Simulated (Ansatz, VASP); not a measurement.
# Mn2P: VASP beside Ansatz, part 2 of 2

Wanted: the spread between two codes on one cell, functional and k mesh.

VASP 6.6.1 and Ansatz 0.2.0.

So far. Step 2 (Ansatz: single point, LDA): The run ends at a pressure of -23.70 GPa, with forces up to 0.45 eV/Å.

## (3) VASP: single point, LDA

Level of this step: LDA, spin-polarised from a ferromagnetic start; plane waves and PAW (Mn, P) (VASP).

The same cell, functional (in two slightly different forms), mesh and smearing now go to VASP, with its own data sets and cutoff.

Lines of VASP's logs that name or quote its potential files are left out, and so is its time.

INCAR

```
SYSTEM = Mn2P
PREC = Normal
ENCUT = 350
EDIFF = 1E-06
NELM = 150
ISMEAR = 0
SIGMA = 0.05
LREAL = .FALSE.
ALGO = Normal
GGA = CA
NBANDS = 42
ISPIN = 2
MAGMOM = 4 4 4 4 4 4 0 0 0
LMAXMIX = 4
LORBIT = 11
LWAVE = .FALSE.
LCHARG = .TRUE.
KPAR = 2
AMIX = 0.2
BMIX = 1E-04
AMIX_MAG = 0.8
BMIX_MAG = 1E-04
```

POSCAR

```
Mn2P
1.0
    6.0740000000      0.0000000000      0.0000000000
   -3.0370000000      5.2602383026      0.0000000000
    0.0000000000      0.0000000000      3.4540000000
Mn P
6 3
Direct
    0.0000000000      0.2546000000      0.0000000000
    0.7454000000      0.7454000000      0.0000000000
    0.2546000000      0.0000000000      0.0000000000
    0.0000000000      0.5943000000      0.5000000000
    0.4057000000      0.4057000000      0.5000000000
    0.5943000000      0.0000000000      0.5000000000
    0.6666666667      0.3333333333      0.0000000000
    0.3333333333      0.6666666667      0.0000000000
    0.0000000000      0.0000000000      0.5000000000
```

KPOINTS

```
Automatic mesh
0
Gamma
3 3 5
0 0 0
```

Potentials, in the order of the species: Mn and P (LDA family, release 64).

The run is started by

```console
> mpirun -np 2 vasp_std
```

Numbers of over 12 decimals in the logs are rounded to 6 here.

The log of the run:

```text
[banner, memory and clock lines left out]
running    2 mpi-ranks, on    1 nodes
 distrk:  each k-point on    1 cores,    2 groups
 distr:  one band on    1 cores,    1 groups

 POSCAR found type information on POSCAR MnP
 POSCAR found :  2 types and       9 ions
 LDA part: xc-table for (Slater(with rela. corr.)+CA(PZ))
 , standard interpolation
 POSCAR, INCAR and KPOINTS ok, starting setup
 FFT: planning ... GRIDC
 FFT: planning ... GRID_SOFT
 FFT: planning ... GRID
 WAVECAR not read
 entering main loop
       N       E                     dE             d eps       ncg     rms          rms(c)
DAV:   1     0.457275537940E+03    0.45728E+03   -0.16937E+04  1512   0.122E+03
DAV:   2    -0.315342498211E+02   -0.48881E+03   -0.46752E+03  1512   0.382E+02
DAV:   3    -0.836706989631E+02   -0.52136E+02   -0.46749E+02  2308   0.151E+02
DAV:   4    -0.881454929754E+02   -0.44748E+01   -0.41688E+01  2438   0.519E+01
DAV:   5    -0.883524777154E+02   -0.20698E+00   -0.20340E+00  2464   0.105E+01    0.353E+01
DAV:   6    -0.832435196649E+02    0.51090E+01   -0.39281E+01  2526   0.713E+01    0.214E+01
DAV:   7    -0.874091696576E+02   -0.41656E+01   -0.19836E+01  2668   0.809E+01    0.321E+01
DAV:   8    -0.823210879085E+02    0.50881E+01   -0.88207E+00  2684   0.548E+01    0.927E+00
DAV:   9    -0.822818507131E+02    0.39237E-01   -0.96394E-01  2334   0.875E+00    0.624E+00
DAV:  10    -0.822587830036E+02    0.23068E-01   -0.33049E-01  2620   0.753E+00    0.257E+00
DAV:  11    -0.822771907229E+02   -0.18408E-01   -0.55132E-02  2444   0.249E+00    0.208E+00
DAV:  12    -0.822988066402E+02   -0.21616E-01   -0.19699E-02  2600   0.171E+00    0.179E+00
DAV:  13    -0.823186112665E+02   -0.19805E-01   -0.30987E-02  2818   0.211E+00    0.112E+00
DAV:  14    -0.823244152434E+02   -0.58040E-02   -0.34749E-02  2730   0.282E+00    0.494E-01
DAV:  15    -0.823251122770E+02   -0.69703E-03   -0.44072E-03  2138   0.668E-01    0.336E-01
DAV:  16    -0.823254355133E+02   -0.32324E-03   -0.65849E-04  2454   0.285E-01    0.175E-01
DAV:  17    -0.823255164400E+02   -0.80927E-04   -0.16206E-04  2220   0.141E-01    0.951E-02
DAV:  18    -0.823255627888E+02   -0.46349E-04   -0.18056E-04  2748   0.192E-01    0.328E-02
DAV:  19    -0.823255621451E+02    0.64371E-06   -0.17198E-05  2338   0.439E-02    0.161E-02
DAV:  20    -0.823255623355E+02   -0.19044E-06   -0.17538E-06  1134   0.282E-02
   1 F= -.82325562E+02 E0= -.82320662E+02  d E =-.980109E-02  mag=     8.6086
```

From OUTCAR (step 3):

```text
ion  position               nearest neighbor table
   1  0.000  0.255  0.000-   7 2.30   8 2.30   9 2.32   9 2.32   3 2.68   2 2.68   4 2.69   4 2.69
                             5 2.76   5 2.76   6 2.76   6 2.76
   2  0.745  0.745  0.000-   8 2.30   7 2.30   9 2.32   9 2.32   3 2.68   1 2.68   5 2.69   5 2.69
                             4 2.76   4 2.76   6 2.76   6 2.76
   3  0.255  0.000  0.000-   8 2.30   7 2.30   9 2.32   9 2.32   1 2.68   2 2.68   6 2.69   6 2.69
                             5 2.76   4 2.76   5 2.76   4 2.76
   4  0.000  0.594  0.500-   9 2.46   8 2.53   8 2.53   7 2.53   7 2.53   1 2.69   1 2.69   2 2.76
                             2 2.76   3 2.76   3 2.76
   5  0.406  0.406  0.500-   9 2.46   7 2.53   7 2.53   8 2.53   8 2.53   2 2.69   2 2.69   1 2.76
                             1 2.76   3 2.76   3 2.76
   6  0.594  0.000  0.500-   9 2.46   7 2.53   7 2.53   8 2.53   8 2.53   3 2.69   3 2.69   2 2.76
                             1 2.76   2 2.76   1 2.76
   7  0.667  0.333  0.000-   1 2.30   3 2.30   2 2.30   6 2.53   6 2.53   4 2.53   4 2.53   5 2.53
                             5 2.53
   8  0.333  0.667  0.000-   3 2.30   1 2.30   2 2.30   4 2.53   4 2.53   6 2.53   6 2.53   5 2.53
                             5 2.53
   9  0.000  0.000  0.500-   3 2.32   3 2.32   1 2.32   1 2.32   2 2.32   2 2.32   6 2.46   4 2.46
                             5 2.46

  LATTYP: Found a hexagonal cell.
 ALAT       =     6.0740000000
 C/A-ratio  =     0.5686532763

 Subroutine GETGRP returns: Found 12 space group operations
 (whereof 12 operations were pure point group operations)

The static configuration has the point symmetry D_3h.

 Found      9 irreducible k-points:

   k-points           NKPTS =      9   k-points in BZ     NKDIM =      9   number of bands    NBANDS=     42

   dimension x,y,z NGX =    28 NGY =   28 NGZ =   16
   dimension x,y,z NGXF=    56 NGYF=   56 NGZF=   32

   ENCUT  =  350.0 eV  25.72 Ry    5.07 a.u.   9.27  9.27  5.27*2*pi/ulx,y,z

   NELECT =      57.0000    total number of electrons

 k-points in reciprocal lattice and weights: Automatic mesh
   0.00000000  0.00000000  0.00000000       0.022
   0.33333333  0.00000000  0.00000000       0.133
   0.33333333  0.33333333  0.00000000       0.044
   0.00000000  0.00000000  0.20000000       0.044
   0.33333333  0.00000000  0.20000000       0.267
   0.33333333  0.33333333  0.20000000       0.089
   0.00000000  0.00000000  0.40000000       0.044
   0.33333333  0.00000000  0.40000000       0.267
   0.33333333  0.33333333  0.40000000       0.089

 average (electrostatic) potential at core
       1 -42.0770       2 -42.0770       3 -42.0770       4 -42.2474       5 -42.2474
       6 -42.2474       7 -82.1261       8 -82.1261       9 -82.2113

 E-fermi :   7.9561

 spin component 1
 k-point     1 :       0.0000    0.0000    0.0000
  band No.  band energies     occupation
    ...
     28       6.8379      1.00000
     29       7.2820      1.00000
     30       7.2820      1.00000
     31       7.3517      1.00000
     32       7.4616      1.00000
     33       8.1457      0.00000
     34       8.1457      0.00000
     35       8.1658      0.00000
     36       8.1658      0.00000
     37       8.2740      0.00000
    ...

 k-point     2 :       0.3333    0.0000    0.0000
  band No.  band energies     occupation
    ...
     29       7.0379      1.00000
     30       7.1799      1.00000
     31       7.4470      1.00000
     32       7.7515      1.00000
     33       7.8208      0.99993
     34       8.0537      0.00289
     35       8.0656      0.00097
     36       8.2540      0.00000
     37       9.0781      0.00000
     38       9.1133      0.00000
    ...

 k-point     3 :       0.3333    0.3333    0.0000
  band No.  band energies     occupation
    ...
     29       7.2066      1.00000
     30       7.2066      1.00000
     31       7.6006      1.00000
     32       7.6006      1.00000
     33       7.7167      1.00000
     34       8.0654      0.00099
     35       8.1197      0.00000
     36       8.1197      0.00000
     37       9.8134      0.00000
     38      10.0730      0.00000
    ...

 k-point     4 :       0.0000    0.0000    0.2000
  band No.  band energies     occupation
    ...
     28       6.8809      1.00000
     29       7.2939      1.00000
     30       7.2939      1.00000
     31       7.2955      1.00000
     32       7.9489      0.57975
     33       8.0582      0.00193
     34       8.0582      0.00193
     35       8.0820      0.00018
     36       8.2190      0.00000
     37       8.2190      0.00000
    ...

 k-point     5 :       0.3333    0.0000    0.2000
  band No.  band energies     occupation
    ...
     29       7.1126      1.00000
     30       7.2790      1.00000
     31       7.4617      1.00000
     32       7.6691      1.00000
     33       7.9082      0.91208
     34       8.0412      0.00800
     35       8.2541      0.00000
     36       8.3755      0.00000
     37       8.8919      0.00000
     38       9.2516      0.00000
    ...

 k-point     6 :       0.3333    0.3333    0.2000
  band No.  band energies     occupation
    ...
     29       7.1801      1.00000
     30       7.1801      1.00000
     31       7.4446      1.00000
     32       7.4446      1.00000
     33       7.8026      0.99999
     34       8.0775      0.00030
     35       8.4061      0.00000
     36       8.4061      0.00000
     37       9.3237      0.00000
     38       9.3237      0.00000
    ...

  Total      -16.7433705    -16.7433705    -16.9304168      0.0000000     -0.0000000      0.0000000
  in kB     -243.0809526   -243.0809526   -245.7964984      0.0000000     -0.0000000      0.0000000
  external PRESSURE =    -243.9861345 kB  Pullay stress =       0.0000000 kB

  energy-cutoff  :      350.00
  volume of cell :      110.36
      direct lattice vectors                 reciprocal lattice vectors
     6.074000000  0.000000000  0.000000000     0.164636154  0.095052728  0.000000000
    -3.037000000  5.260238303  0.000000000     0.000000000  0.190105456  0.000000000
     0.000000000  0.000000000  3.454000000     0.000000000  0.000000000  0.289519398

 POSITION                                       TOTAL-FORCE (eV/Angst)
 -----------------------------------------------------------------------------------
     -0.77322      1.33926      0.00000         0.230665     -0.399524      0.000000
      2.26378      3.92098      0.00000         0.230665      0.399524     -0.000000
      1.54644      0.00000      0.00000        -0.461330      0.000000      0.000000
     -1.80489      3.12616      1.72700        -0.084165      0.145778      0.000000
      1.23211      2.13408      1.72700        -0.084165     -0.145778      0.000000
      3.60978      0.00000      1.72700         0.168330      0.000000     -0.000000
      3.03700      1.75341      0.00000         0.000000      0.000000      0.000000
     -0.00000      3.50683      0.00000         0.000000     -0.000000      0.000000
      0.00000      0.00000      1.72700         0.000000     -0.000000      0.000000
 -----------------------------------------------------------------------------------
    total drift:                                0.000089      0.000155     -0.000036

  FREE ENERGIE OF THE ION-ELECTRON SYSTEM (eV)
  ---------------------------------------------------
  free  energy   TOTEN  =       -82.3255623355 eV

  energy  without entropy=      -82.3157612503  energy(sigma->0) =      -82.32066179

 total charge
# of ion       s       p       d       tot
------------------------------------------
    1        0.327   0.434   5.260   6.021
    2        0.327   0.434   5.260   6.021
    3        0.327   0.434   5.260   6.021
    4        0.281   0.340   5.088   5.708
    5        0.281   0.340   5.088   5.708
    6        0.281   0.340   5.088   5.708
    7        0.998   1.469   0.000   2.467
    8        0.998   1.469   0.000   2.467
    9        0.991   1.499   0.000   2.490
--------------------------------------------------
tot          4.809   6.760  31.043  42.612

 magnetization (x)
# of ion       s       p       d       tot
------------------------------------------
    1       -0.007  -0.011   0.244   0.227
    2       -0.007  -0.011   0.244   0.227
    3       -0.007  -0.011   0.244   0.227
    4        0.019   0.017   2.560   2.596
    5        0.019   0.017   2.560   2.596
    6        0.019   0.017   2.560   2.596
    7        0.000  -0.045   0.000  -0.045
    8        0.000  -0.045   0.000  -0.045
    9       -0.000  -0.028   0.000  -0.028
--------------------------------------------------
tot          0.035  -0.099   8.413   8.349

[... 6 further parts left out ...]
```

The magnetic state follows from one typed start and may not be the lowest. The data set Mn keeps the semicore shell frozen, which is cheaper and a little less accurate.

## (4) Side by side

Known differences besides the potentials themselves: the two LDA forms differ slightly; the data sets hold 105 valence electrons in Ansatz (default PAW (the set named soft_2) files) and 57 in VASP; the cutoff is 420 eV in Ansatz and 350 eV in VASP (PREC = Normal); VASP's log shows a relativistic correction to its local exchange, Ansatz's none; site moments are counted in spheres of each program's own size. Total energies have different zeros and are not compared.

The two programs side by side:

| quantity | Ansatz | VASP | difference |
| --- | --- | --- | --- |
| pressure (GPa) | -23.70 | -24.40 | +0.70 |
| pressure without Ansatz's Pulay correction (GPa) | -23.77 | -24.40 | +0.63 |
| total moment (μB) | 8.77 | 8.61 | +0.16 |
| moment on Mn4 (μB) | 2.64 | 2.60 | +0.04 |
| moment on Mn5 (μB) | 2.64 | 2.60 | +0.04 |
| moment on Mn6 (μB) | 2.64 | 2.60 | +0.04 |
| moment on Mn1 (μB) | 0.20 | 0.23 | -0.03 |
| moment on Mn2 (μB) | 0.20 | 0.23 | -0.03 |
| moment on Mn3 (μB) | 0.20 | 0.23 | -0.03 |

Forces (eV/Å; atoms numbered as in POSCAR):

| atom | Ansatz x, y, z | VASP x, y, z |
| --- | --- | --- |
| Mn1 | 0.227, -0.393, 0.000 | 0.231, -0.400, 0.000 |
| Mn2 | 0.227, 0.393, 0.000 | 0.231, 0.400, 0.000 |
| Mn3 | -0.453, 0.000, 0.000 | -0.461, 0.000, 0.000 |
| Mn4 | -0.079, 0.137, 0.000 | -0.084, 0.146, 0.000 |
| Mn5 | -0.079, -0.137, 0.000 | -0.084, -0.146, 0.000 |
| Mn6 | 0.158, 0.000, 0.000 | 0.168, 0.000, 0.000 |
| P7 | 0.000, 0.000, 0.000 | 0.000, 0.000, 0.000 |
| P8 | 0.000, 0.000, 0.000 | 0.000, 0.000, 0.000 |
| P9 | 0.000, 0.000, 0.000 | 0.000, 0.000, 0.000 |

The forces differ by 4.4 meV/Å r.m.s., which is 2.7 % of the r.m.s. force of 0.16 eV/Å (both taken over all components). Ansatz's pressure holds a Pulay correction of 0.07 GPa; VASP's holds none.

## (5) Summary of results

| Item | Value |
| --- | --- |
| r.m.s. force difference (single point, LDA) | 4.4 meV/Å |
| difference in pressure (single point, LDA) | 0.70 GPa |

In words: The difference in pressure is 0.70 GPa (single point, LDA), within the 1 GPa picked in this series as the mark of a large difference. How closely two codes agree says nothing of how well the functional describes the real material.

[Lines on the potential files, build, host, timing and source positions are cut from VASP's logs without a mark.]

[Logs are printed without paths, hosts, clocks, repeated set-up lines and the standing remarks that a program may print on its own settings, such as how far it seeks lower states.]

[Hosts, paths, dates, database ids (printed as entryN), source tags and the programs' standing remarks are cut or masked in the printed files.]
